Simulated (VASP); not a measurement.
Level of theory: LDA (Ceperley-Alder, Perdew-Zunger), VASP's LDA PAW potentials (set 64) (plane waves; VASP).

VASP ran on this input.

### INCAR
```
ALGO=Normal
EDIFF=1E-6
ENCUT=300
ISIF=2
ISMEAR=-1
LASPH=T
LCHARG=F
LMAXMIX=4
LREAL=F
LWAVE=F
NELM=100
PREC=Accurate
SIGMA=0.1
SYSTEM=Na3Cd
```

### KPOINTS
```
Automatic mesh
0
Gamma
10 10 10
0 0 0
```

File POSCAR:
```
Na3Cd
1.0
  0.0000000000   3.7987150000   3.7987150000
  3.7987150000   0.0000000000   3.7987150000
  3.7987150000   3.7987150000   0.0000000000
Na Cd
3 1
direct
  0.2500000000   0.2500000000   0.2500000000
  0.7500000000   0.7500000000   0.7500000000
  0.5000000000   0.5000000000   0.5000000000
  0.0000000000   0.0000000000   0.0000000000
```

POTCAR, in this order: Na_pv Cd (LDA.64 set). Program: vasp_std.

The resulting files:

**OUTCAR**
```
 ion  position               nearest neighbor table
   1  0.250  0.250  0.250-
   2  0.750  0.750  0.750-
   3  0.500  0.500  0.500-
   4  0.000  0.000  0.000-
  LATTYP: Found a face centered cubic cell.
 ALAT       =     7.5974300000
 Subroutine PRICEL returns:
 Original cell was already a primitive cell.
 Subroutine GETGRP returns: Found 48 space group operations
The static configuration has the point symmetry O_h .
The dynamic configuration has the point symmetry O_h .
 Subroutine INISYM returns: Found 48 space group operations
 Subroutine IBZKPT returns following result:
 Found     47 irreducible k-points:

 Following reciprocal coordinates:
            Coordinates               Weight
  0.000000  0.000000  0.000000      1.000000
  0.100000  0.000000  0.000000      8.000000
  0.200000  0.000000  0.000000      8.000000
  0.300000  0.000000  0.000000      8.000000
  0.400000  0.000000  0.000000      8.000000
  0.500000  0.000000  0.000000      4.000000
  0.100000  0.100000  0.000000      6.000000
...
```

### OSZICAR
```
       N       E                     dE             d eps       ncg     rms          rms(c)
DAV:   1     0.238723196178E+03    0.23872E+03   -0.13728E+04  1908   0.121E+03
DAV:   2     0.721473622330E+01   -0.23151E+03   -0.22465E+03  1936   0.381E+02
DAV:   3    -0.590339941278E+01   -0.13118E+02   -0.12818E+02  2136   0.109E+02
DAV:   4    -0.608399466917E+01   -0.18060E+00   -0.18047E+00  2008   0.129E+01
DAV:   5    -0.608684468135E+01   -0.28500E-02   -0.28499E-02  2116   0.167E+00    0.141E+00
DAV:   6    -0.601553271802E+01    0.71312E-01   -0.23270E-01  2008   0.354E+00    0.105E+00
DAV:   7    -0.600755531692E+01    0.79774E-02   -0.90790E-03  1972   0.756E-01    0.667E-01
DAV:   8    -0.600409535959E+01    0.34600E-02   -0.23804E-03  2204   0.537E-01    0.674E-02
DAV:   9    -0.600409530410E+01    0.55493E-07   -0.14562E-04  2012   0.131E-01    0.160E-02
DAV:  10    -0.600409546080E+01   -0.15670E-06   -0.19025E-05  2056   0.441E-02    0.581E-03
DAV:  11    -0.600409528550E+01    0.17530E-06   -0.12924E-06  1316   0.141E-02
   1 F= -.60040953E+01 E0= -.59761856E+01  d E =-.558194E-01
```

**OUTCAR**
```
------------------------ aborting loop because EDIFF is reached ----------------------------------------
  FORCE on cell =-STRESS in cart. coord.  units (eV):
  Direction    XX          YY          ZZ          XY          YZ          ZX
  --------------------------------------------------------------------------------------
  Total       -0.4245056     -0.4245056     -0.4245056     -0.0000000      0.0000000      0.0000000
  in kB       -6.2037440     -6.2037440     -6.2037440     -0.0000000      0.0000000      0.0000000
  external PRESSURE =      -6.2037440 kB  Pullay stress =       0.0000000 kB
  volume of cell :      109.63
      direct lattice vectors                 reciprocal lattice vectors
     0.000000000  3.798715000  3.798715000    -0.131623457  0.131623457  0.131623457
     3.798715000  0.000000000  3.798715000     0.131623457 -0.131623457  0.131623457
     3.798715000  3.798715000  0.000000000     0.131623457  0.131623457 -0.131623457
 POSITION                                       TOTAL-FORCE (eV/Angst)
 -----------------------------------------------------------------------------------
      1.89936      1.89936      1.89936         0.000000      0.000000      0.000000
      5.69807      5.69807      5.69807        -0.000000     -0.000000     -0.000000
      3.79872      3.79872      3.79872        -0.000000     -0.000000      0.000000
      0.00000      0.00000      0.00000         0.000000     -0.000000      0.000000
 -----------------------------------------------------------------------------------
    total drift:                                0.000000     -0.000000      0.000000
  FREE ENERGIE OF THE ION-ELECTRON SYSTEM (eV)
  ---------------------------------------------------
  free  energy   TOTEN  =        -6.0040952855 eV

  energy  without entropy=       -5.9482758744  energy(sigma->0) =       -5.97618558
```
(Selected blocks of OUTCAR.)

At this cut-off the stress carries a Pulay error, which pulls relaxed volumes low.

The structure comes from a computed database's Na3Cd entry (Fm-3m); how it stands against other phases isn't given here. The cell was not relaxed at this level, and its volume differs by -5.9 % from the start's. The electron count is odd and the run is not spin-polarised, which forces a metal.
